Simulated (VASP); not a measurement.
An input for Quantum ESPRESSO's pw.x (written as the equivalent of a VASP run, and not itself run):

```
&CONTROL
  calculation = 'scf'
  pseudo_dir = './pseudo'
  outdir = './out'
  tprnfor = .true.
  tstress = .true.
/
&SYSTEM
  ibrav = 0
  nat = 6
  ntyp = 2
  ecutwfc = 72
  occupations = 'smearing'
  smearing = 'gaussian'
  degauss = 0.009996
  input_dft = 'pbesol'
/
&ELECTRONS
  conv_thr = 7.3e-08
  electron_maxstep = 100
/
ATOMIC_SPECIES
  Y 88.906 Y.upf
  Si 28.085 Si.upf
CELL_PARAMETERS angstrom
     2.7946040   -2.7934050    0.0000000
     2.7946040    2.7934050    0.0000000
    -2.6914060    0.0000000    7.2819870
ATOMIC_POSITIONS crystal
  Y    0.6255400  0.3744600  0.7500000
  Y    0.3744600  0.6255400  0.2500000
  Si   0.0429900  0.7914100  0.5851300
  Si   0.9570100  0.2085900  0.4148700
  Si   0.2085900  0.9570100  0.9148700
  Si   0.7914100  0.0429900  0.0851300
K_POINTS automatic
  7 7 4 0 0 0
```

Translate this input to VASP (INCAR, KPOINTS, POSCAR, choice of POTCAR).

One answer among several that fit: 
**INCAR**
```
ALGO = Normal
EDIFF = 1E-6
ENCUT = 300
GGA = PS
ISIF = 2
ISMEAR = 0
LASPH = .TRUE.
LCHARG = .FALSE.
LMAXMIX = 4
LREAL = .FALSE.
LWAVE = .FALSE.
NELM = 100
PREC = Accurate
SIGMA = 0.136
SYSTEM = YSi2
```

File POSCAR:
```
YSi2
1
    2.7946040000    -2.7934050000     0.0000000000
    2.7946040000     2.7934050000     0.0000000000
   -2.6914060000     0.0000000000     7.2819870000
Y Si
2 4
Direct
  0.6255400000   0.3744600000   0.7500000000
  0.3744600000   0.6255400000   0.2500000000
  0.0429900000   0.7914100000   0.5851300000
  0.9570100000   0.2085900000   0.4148700000
  0.2085900000   0.9570100000   0.9148700000
  0.7914100000   0.0429900000   0.0851300000
```

KPOINTS:
```
Automatic mesh
0
Gamma
7 7 4
0 0 0
```

POTCAR, in this order: Y_sv Si (PBE.64 set). Program: vasp_std.

Limits of the translation: the potentials are each code's own (VASP's PAW set, PseudoDojo norm-conserving files in pw.x), so ENCUT and ecutwfc are chosen apart and not converted; conv_thr bounds pw.x's estimated SCF error, while EDIFF bounds the energy change between steps.

The structure comes from a computed database's YSi2 entry; how it stands against other phases isn't given here. The cell was not relaxed at this level.
